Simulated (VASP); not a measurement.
Given:

```
Sn
1.0
   -2.88909     2.88909     1.56677
    2.88909    -2.88909     1.56677
    2.88909     2.88909    -1.56677
Sn
2
Direct
  0.25000   0.75000   0.50000
  0.00000   0.00000   0.00000
```

All values below come from LDA (Ceperley-Alder, Perdew-Zunger), VASP's LDA PAW potentials (set 64) (plane waves; VASP). Settings: 500 eV cut-off, 13×13×13 Γ-centred mesh, first-order Methfessel-Paxton smearing of 0.10 eV, potentials Sn_d.

Energy and stress use the plane-wave basis of the starting cell.

Q: The ions, cell shape and volume at an external pressure of 5.0 GPa are relaxed. What does this cell relax into?

A: 
```
Sn
1.0
   -2.82280     2.82280     1.53167
    2.82280    -2.82280     1.53167
    2.82280     2.82280    -1.53167
Sn
2
Direct
  0.25000   0.75000   0.50000
  0.00000   0.00000   0.00000
```
Space group I4_1/amd (141), at a tolerance of 0.03 Å.

Q: How do energy and volume change from the first to the last step?

A: The energy (σ→0) changes by +25.5 meV/atom and the volume by -6.7 %, in 3 ionic steps.

The compound is Sn in the beta structure. This run relaxes it under an external pressure of 5 GPa. Symmetry was kept, so distortions that lower it aren't found.
